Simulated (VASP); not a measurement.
Output of a VASP run:

### OSZICAR
```
       N       E                     dE             d eps       ncg     rms          rms(c)
DAV:   1    -0.634482924429E+01   -0.63448E+01   -0.70698E+02  1215   0.251E+02
DAV:   2    -0.795697095340E+01   -0.16121E+01   -0.13984E+01  1415   0.275E+01
DAV:   3    -0.796793857388E+01   -0.10968E-01   -0.10967E-01  1380   0.268E+00
DAV:   4    -0.796796959446E+01   -0.31021E-04   -0.31020E-04  1400   0.126E-01
DAV:   5    -0.796796983448E+01   -0.24002E-06   -0.23935E-06  1440   0.919E-03    0.309E+00
DAV:   6    -0.801803294227E+01   -0.50063E-01   -0.15692E-01  1355   0.288E+00    0.208E+00
DAV:   7    -0.805719277904E+01   -0.39160E-01   -0.10998E-01  1235   0.247E+00    0.100E+00
DAV:   8    -0.780114381817E+01    0.25605E+00   -0.16542E-01  1055   0.327E+00    0.218E-01
DAV:   9    -0.774335908083E+01    0.57785E-01   -0.94374E-02  1050   0.365E+00    0.357E-01
DAV:  10    -0.794068034302E+01   -0.19732E+00   -0.47088E-01  1140   0.487E+00    0.100E-01
DAV:  11    -0.769366865680E+01    0.24701E+00   -0.82530E-02  1040   0.321E+00    0.351E-01
DAV:  12    -0.767679007632E+01    0.16879E-01   -0.11790E-02  1060   0.138E+00    0.443E-01
DAV:  13    -0.770518034847E+01   -0.28390E-01   -0.27556E-02  1085   0.256E+00    0.635E-01
DAV:  14    -0.770418397785E+01    0.99637E-03   -0.74754E-05  1300   0.935E-02    0.609E-01
DAV:  15    -0.769982184800E+01    0.43621E-02   -0.29820E-03  1060   0.832E-01    0.601E-01
DAV:  16    -0.771660977643E+01   -0.16788E-01   -0.72973E-03  1105   0.677E-01    0.455E-01
DAV:  17    -0.772336857637E+01   -0.67588E-02   -0.25203E-03  1325   0.333E-01    0.384E-01
DAV:  18    -0.773340523448E+01   -0.10037E-01   -0.10087E-02  1150   0.816E-01    0.240E-01
DAV:  19    -0.773471501016E+01   -0.13098E-02   -0.88185E-03  1105   0.119E+00    0.592E-02
DAV:  20    -0.773431077700E+01    0.40423E-03   -0.14888E-03  1135   0.239E-01    0.643E-02
DAV:  21    -0.773457253254E+01   -0.26176E-03   -0.20196E-03  1045   0.367E-01    0.785E-02
DAV:  22    -0.773617353668E+01   -0.16010E-02   -0.29972E-03  1075   0.424E-01    0.804E-02
DAV:  23    -0.773625476752E+01   -0.81231E-04   -0.18606E-03  1085   0.551E-01    0.117E-01
DAV:  24    -0.773628187909E+01   -0.27112E-04   -0.43668E-04  1045   0.251E-01    0.125E-01
DAV:  25    -0.773638581166E+01   -0.10393E-03   -0.13455E-04  1180   0.130E-01    0.116E-01
DAV:  26    -0.773664421668E+01   -0.25841E-03   -0.10559E-03  1065   0.352E-01    0.101E-01
DAV:  27    -0.773656914739E+01    0.75069E-04   -0.21437E-04  1055   0.155E-01    0.863E-02
DAV:  28    -0.773658462618E+01   -0.15479E-04   -0.36003E-05  1170   0.685E-02    0.747E-02
DAV:  29    -0.773656592550E+01    0.18701E-04   -0.85237E-05  1080   0.100E-01    0.555E-02
DAV:  30    -0.773656954094E+01   -0.36154E-05   -0.52359E-06  1110   0.274E-02    0.456E-02
DAV:  31    -0.773656791419E+01    0.16267E-05   -0.67497E-05  1060   0.753E-02    0.280E-02
DAV:  32    -0.773656524705E+01    0.26671E-05   -0.18249E-05  1055   0.319E-02    0.218E-02
DAV:  33    -0.773656549724E+01   -0.25019E-06   -0.26182E-06  1080   0.163E-02
   1 F= -.77365655E+01 E0= -.77364809E+01  d E =-.773657E+01
```

OUTCAR:
```
------------------------ aborting loop because EDIFF is reached ----------------------------------------
  FORCE on cell =-STRESS in cart. coord.  units (eV):
  Direction    XX          YY          ZZ          XY          YZ          ZX
  --------------------------------------------------------------------------------------
  Total       -0.0006373     -0.0006373     -0.0006373     -0.0000000     -0.0000000     -0.0000000
  in kB       -0.0637947     -0.0637947     -0.0637947     -0.0000000     -0.0000000     -0.0000000
  external PRESSURE =      -0.0637947 kB  Pullay stress =       0.0000000 kB
  volume of cell :       16.01
      direct lattice vectors                 reciprocal lattice vectors
     0.000000000  2.000246945  2.000246945    -0.249969136  0.249969136  0.249969136
     2.000246945  0.000000000  2.000246945     0.249969136 -0.249969136  0.249969136
     2.000246945  2.000246945  0.000000000     0.249969136  0.249969136 -0.249969136
 POSITION                                       TOTAL-FORCE (eV/Angst)
 -----------------------------------------------------------------------------------
      0.00000      0.00000      0.00000        -0.000000      0.000000     -0.000000
 -----------------------------------------------------------------------------------
    total drift:                                0.000000     -0.000000     -0.000000
  FREE ENERGIE OF THE ION-ELECTRON SYSTEM (eV)
  ---------------------------------------------------
  free  energy   TOTEN  =        -7.7365654972 eV

  energy  without entropy=       -7.7363116740  energy(sigma->0) =       -7.73648089

 reached required accuracy - stopping structural energy minimisation
```
(Selected blocks of OUTCAR.)

File POSCAR:
```
Al
1
   -0.0000000000     2.0002469447     2.0002469447
    2.0002469447    -0.0000000000     2.0002469447
    2.0002469447     2.0002469447    -0.0000000000
Al
1
Direct
  0.0000000000   0.0000000000   0.0000000000
```

Task: Write an INCAR and KPOINTS that could have produced this output.

Result: One answer among several that fit: the input of the run itself, SCAN meta-GGA, plane waves, VASP's PBE PAW potentials (set 64).

KPOINTS:
```
Automatic mesh
0
Gamma
14 14 14
0 0 0
```

INCAR:
```
! general
SYSTEM   =  Al
PREC     =  Accurate
ENCUT    =  400   ! plane-wave cut-off (eV)
LREAL    =  .FALSE.
LASPH    =  .TRUE.   ! aspherical one-centre terms

! electronic loop
EDIFF    =  1E-6
NELM     =  100   ! most electronic steps
ALGO     =  Normal   ! blocked Davidson
LMIXTAU  =  .TRUE.

! smearing
ISMEAR   =  1   ! Methfessel-Paxton
SIGMA    =  0.1   ! width (eV)

! functional
METAGGA  =  SCAN

! ions
IBRION   =  2
NSW      =  60   ! most ionic steps
ISIF     =  3   ! ions, shape and volume
EDIFFG   =  -0.01

! output
LWAVE    =  .FALSE.
LCHARG   =  .FALSE.
```

POTCAR, in this order: Al (PBE.64 set). Program: vasp_std.

The structure comes from a measured Al entry (Fm-3m) of the Crystallography Open Database, whose conditions weren't checked. It was relaxed first. The start is the result of an earlier pass.
